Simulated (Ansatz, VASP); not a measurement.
# Cross-check of Ga2O3 between VASP and Ansatz

Wanted: the spread between two codes on one cell, functional and k mesh. The cell is taken from a series of runs on this material, whose earlier steps may have relaxed, scaled, displaced or heated it; both programs get it as it stands.

Main program and level: Ansatz 0.2.0; plane waves, with VASP 6.6.1 beside it; single point at HF with an exact-exchange share of 1.

## 1. Starting point

It takes space group R-3c (No. 167, trigonal). The conventional cell has a = 4.997 Å, b = 4.997 Å, c = 13.451 Å, α = 90.00°, β = 90.00°, γ = 120.00°. Ga has 6 O at 1.93 to 2.08 Å nearest. O has 4 Ga at 1.93 to 2.08 Å nearest. Farther neighbours and most contacts between anions are not listed.

Structure file:

```cif
data_structure
_symmetry_space_group_name_H-M 'R-3c:H'
_symmetry_Int_Tables_number 167
_cell_length_a 4.9974
_cell_length_b 4.9974
_cell_length_c 13.4506
_cell_angle_alpha 90.000
_cell_angle_beta 90.000
_cell_angle_gamma 120.000
_cell_volume 290.91
loop_
_atom_site_label
_atom_site_type_symbol
_atom_site_symmetry_multiplicity
_atom_site_Wyckoff_symbol
_atom_site_fract_x
_atom_site_fract_y
_atom_site_fract_z
_atom_site_occupancy
Ga1 Ga 12 c 0.66667 0.33333 0.18892 1
O1 O 18 e 0.66667 0.03017 0.08333 1
```

## 2. VASP: single point, HF with an exact-exchange share of 1

A single point gives forces, pressure and levels at one fixed geometry, so differences don't come from the geometry; what else differs is listed under the comparison.

Lines of VASP's logs that name or quote its potential files are left out, and so is its time.

The run reads the wave functions of an earlier VASP run, which isn't shown here.

The input, INCAR:

```
SYSTEM = Ga2O3
PREC = Accurate
ENCUT = 520
EDIFF = 1E-06
NELM = 100
ISMEAR = 0
SIGMA = 0.01
LREAL = .FALSE.
ALGO = Normal
LHFCALC = .TRUE.
AEXX = 1
GGA = PE
ALDAC = 0
AGGAC = 0
LASPH = .TRUE.
NBANDS = 54
PRECFOCK = Fast
LORBIT = 11
LWAVE = .FALSE.
LCHARG = .FALSE.
KPAR = 8
NCORE = 2
ISIF = 2
```

The input, POSCAR:

```
Ga2O3
1.0
    2.4986991939      1.4426246522      4.4835497685
   -2.4986991939      1.4426246522      4.4835497685
    0.0000000000     -2.8852493044      4.4835497685
Ga O
4 6
Direct
    0.8555855800      0.8555855800      0.8555855800
    0.6444144200      0.6444144200      0.6444144200
    0.1444144200      0.1444144200      0.1444144200
    0.3555855800      0.3555855800      0.3555855800
    0.7500000000      0.4468328200      0.0531671800
    0.4468328200      0.0531671800      0.7500000000
    0.0531671800      0.7500000000      0.4468328200
    0.2500000000      0.5531671800      0.9468328200
    0.9468328200      0.2500000000      0.5531671800
    0.5531671800      0.9468328200      0.2500000000
```

The input, KPOINTS:

```
Automatic mesh
0
Gamma
4 4 4
0 0 0
```

PAW data sets: Ga_d and O (PBE family, release 64).

Started as:

```sh
$ mpirun -np 16 vasp_std
```

Numbers of over 12 decimals in the logs are rounded to 6 here.

Output:

```text
[banner, memory and clock lines left out]
running   16 mpi-ranks, on    1 nodes
 distrk:  each k-point on    2 cores,    8 groups
 distr:  one band on    2 cores,    1 groups

 POSCAR found type information on POSCAR GaO
 POSCAR found :  2 types and      10 ions
 LDA part: xc-table for (Slater+PW92), standard interpolation
 found WAVECAR, reading the header
 POSCAR, INCAR and KPOINTS ok, starting setup
 FFT: planning ... GRIDC
 FFT: planning ... GRID_SOFT
 FFT: planning ... GRID
 reading WAVECAR
 the WAVECAR file was read successfully
 initial charge from wavefunction
 entering main loop
       N       E                     dE             d eps       ncg     rms          rms(c)
DAV:   1    -0.128833729294E+03   -0.12883E+03   -0.26564E+01  2152   0.919E+01    0.316E+00
DAV:   2    -0.130828479949E+03   -0.19948E+01   -0.65346E+00  1948   0.173E+01    0.311E+00
DAV:   3    -0.130801336239E+03    0.27144E-01   -0.65289E-01  2116   0.559E+00    0.216E+00
DAV:   4    -0.130652640010E+03    0.14870E+00   -0.13003E-01  1786   0.300E+00    0.128E+00
DAV:   5    -0.130613804012E+03    0.38836E-01   -0.93359E-02  1598   0.215E+00    0.788E-01
DAV:   6    -0.130613749025E+03    0.54987E-04   -0.44177E-02  1620   0.131E+00    0.582E-01
DAV:   7    -0.130611337378E+03    0.24116E-02   -0.71737E-03  1612   0.637E-01    0.378E-01
DAV:   8    -0.130608777569E+03    0.25598E-02   -0.32777E-03  1706   0.486E-01    0.178E-01
DAV:   9    -0.130608548409E+03    0.22916E-03   -0.33817E-03  1552   0.343E-01    0.487E-02
DAV:  10    -0.130608843774E+03   -0.29537E-03   -0.12764E-03  1576   0.202E-01    0.441E-02
DAV:  11    -0.130608836070E+03    0.77038E-05   -0.10173E-04  1860   0.964E-02    0.373E-02
DAV:  12    -0.130608780991E+03    0.55079E-04   -0.36115E-05  1456   0.773E-02    0.158E-02
DAV:  13    -0.130608783519E+03   -0.25274E-05   -0.67727E-05  1630   0.578E-02    0.640E-03
DAV:  14    -0.130608793440E+03   -0.99216E-05   -0.30544E-05  1516   0.306E-02    0.100E-02
DAV:  15    -0.130608792676E+03    0.76481E-06   -0.17695E-06  1196   0.163E-02
   1 F= -.13060879E+03 E0= -.13060879E+03  d E =-.190480E-57
```

OUTCAR, selected parts (step 2):

```text
ion  position               nearest neighbor table
   1  0.856  0.856  0.856-   9 1.93  10 1.93   8 1.93   7 2.08   5 2.08   6 2.08   2 2.84
   2  0.644  0.644  0.644-   8 1.93  10 1.93   9 1.93   7 2.08   5 2.08   6 2.08   1 2.84
   3  0.144  0.144  0.144-   7 1.93   6 1.93   5 1.93   8 2.08   9 2.08  10 2.08   4 2.84
   4  0.356  0.356  0.356-   5 1.93   6 1.93   7 1.93   8 2.08   9 2.08  10 2.08   3 2.84
   5  0.750  0.447  0.053-   4 1.93   3 1.93   1 2.08   2 2.08
   6  0.447  0.053  0.750-   3 1.93   4 1.93   1 2.08   2 2.08
   7  0.053  0.750  0.447-   3 1.93   4 1.93   1 2.08   2 2.08
   8  0.250  0.553  0.947-   2 1.93   1 1.93   3 2.08   4 2.08
   9  0.947  0.250  0.553-   1 1.93   2 1.93   3 2.08   4 2.08
  10  0.553  0.947  0.250-   1 1.93   2 1.93   3 2.08   4 2.08

  LATTYP: Found a trigonal (rhomboedric) cell.
 ALAT       =     5.3316866070
 COS(alpha) =     0.5607328553

 Subroutine GETGRP returns: Found 12 space group operations
 (whereof  6 operations were pure point group operations)

The static configuration has the point symmetry S_6 .
 The point group associated with its full space group is D_3d.

 Found     13 irreducible k-points:

   k-points           NKPTS =     13   k-points in BZ     NKDIM =     64   number of bands    NBANDS=     54

   dimension x,y,z NGX =    40 NGY =   40 NGZ =   40
   dimension x,y,z NGXF=    80 NGYF=   80 NGZF=   80

   ENCUT  =  520.0 eV  38.22 Ry    6.18 a.u.   9.91  9.91  9.91*2*pi/ulx,y,z

   NELECT =      88.0000    total number of electrons

 k-points in reciprocal lattice and weights: Automatic mesh
   0.00000000  0.00000000  0.00000000       0.016
   0.25000000 -0.00000000 -0.00000000       0.094
   0.50000000 -0.00000000 -0.00000000       0.047
   0.25000000  0.25000000  0.00000000       0.094
   0.50000000  0.25000000 -0.00000000       0.188
  -0.25000000  0.25000000  0.00000000       0.094
   0.50000000  0.50000000  0.00000000       0.047
   0.25000000  0.25000000  0.25000000       0.031
   0.50000000  0.25000000  0.25000000       0.094
  -0.25000000  0.25000000  0.25000000       0.094
   0.50000000  0.50000000  0.25000000       0.094
  -0.25000000  0.50000000  0.25000000       0.094
   0.50000000  0.50000000  0.50000000       0.016

  exchange ACFDT corr.  =         0.00000000  see jH, gK, PRB 81, 115126

 average (electrostatic) potential at core
       1 -32.9520       2 -32.9520       3 -32.9520       4 -32.9520       5 -41.2254
       6 -41.2254       7 -41.2254       8 -41.2254       9 -41.2254      10 -41.2254

 E-fermi :  -0.8161

 k-point     1 :       0.0000    0.0000    0.0000
  band No.  band energies     occupation
    ...
     40      -1.1746      2.00000
     41      -1.1746      2.00000
     42      -1.1038      2.00000
     43      -1.1038      2.00000
     44      -1.0490      2.00000
     45      13.0338      0.00000
     46      17.2902      0.00000
     47      17.7498      0.00000
     48      20.0716      0.00000
     49      21.1014      0.00000
    ...

 k-point     2 :       0.2500   -0.0000   -0.0000
  band No.  band energies     occupation
    ...
     40      -1.5522      2.00000
     41      -1.5396      2.00000
     42      -1.3842      2.00000
     43      -1.0861      2.00000
     44      -0.9313      2.00000
     45      14.6235      0.00000
     46      17.4491      0.00000
     47      18.2070      0.00000
     48      19.1281      0.00000
     49      19.8307      0.00000
    ...

 k-point     3 :       0.5000   -0.0000   -0.0000
  band No.  band energies     occupation
    ...
     40      -2.1581      2.00000
     41      -1.9347      2.00000
     42      -1.9347      2.00000
     43      -1.0777      2.00000
     44      -1.0777      2.00000
     45      17.2565      0.00000
     46      17.2565      0.00000
     47      17.4794      0.00000
     48      17.4794      0.00000
     49      20.6775      0.00000
    ...

  Total       -3.0416828     -3.0416828     -1.3491650      0.0000000     -0.0000000      0.0000000
  in kB      -50.2555393    -50.2555393    -22.2912833      0.0000000     -0.0000000      0.0000000
  external PRESSURE =     -40.9341207 kB  Pullay stress =       0.0000000 kB

  energy-cutoff  :      520.00
  volume of cell :       96.97
      direct lattice vectors                 reciprocal lattice vectors
     2.498699194  1.442624652  4.483549768     0.200104119  0.115530167  0.074345853
    -2.498699194  1.442624652  4.483549768    -0.200104119  0.115530167  0.074345853
     0.000000000 -2.885249304  4.483549768     0.000000000 -0.231060334  0.074345853

 POSITION                                       TOTAL-FORCE (eV/Angst)
 -----------------------------------------------------------------------------------
      0.00000      0.00000     11.50818         0.000000      0.000000      0.035524
      0.00000      0.00000      8.66779         0.000000      0.000000     -0.035524
      0.00000      0.00000      1.94247         0.000000      0.000000     -0.035524
      0.00000      0.00000      4.78286         0.000000     -0.000000      0.035524
      0.75752      1.57318      5.60444         0.101955     -0.176591      0.000000
      0.98365     -1.44262      5.60444        -0.203910     -0.000000     -0.000000
     -1.74118     -0.13056      5.60444         0.101955      0.176591      0.000000
     -0.75752     -1.57318      7.84621        -0.101955      0.176591      0.000000
      1.74118      0.13056      7.84621        -0.101955     -0.176591      0.000000
     -0.98365      1.44262      7.84621         0.203910     -0.000000     -0.000000
 -----------------------------------------------------------------------------------
    total drift:                               -0.000002     -0.000000     -0.000009

  FREE ENERGIE OF THE ION-ELECTRON SYSTEM (eV)
  ---------------------------------------------------
  free  energy   TOTEN  =      -130.6087926756 eV

  energy  without entropy=     -130.6087926756  energy(sigma->0) =     -130.60879268

 total charge
# of ion       s       p       d       tot
------------------------------------------
    1        0.501   0.644  10.304  11.449
    2        0.501   0.644  10.304  11.449
    3        0.501   0.644  10.304  11.449
    4        0.501   0.644  10.304  11.449
    5        1.568   3.661   0.000   5.229
    6        1.568   3.661   0.000   5.229
    7        1.568   3.661   0.000   5.229
    8        1.568   3.661   0.000   5.229
    9        1.568   3.661   0.000   5.229
   10        1.568   3.661   0.000   5.229
--------------------------------------------------
tot         11.411  24.544  41.214  77.170

[... 3 further parts left out ...]
```

The run ends at a pressure of -4.09 GPa, with forces up to 0.20 eV/Å.

(Continued in part 2 of 2.)

[Lines on the potential files, build, host, timing and source positions are cut from VASP's logs without a mark.]

[Logs are printed without paths, hosts, clocks, repeated set-up lines and the standing remarks that a program may print on its own settings, such as how far it seeks lower states.]

[Hosts, paths, dates, database ids (printed as entryN), source tags and the programs' standing remarks are cut or masked in the printed files.]
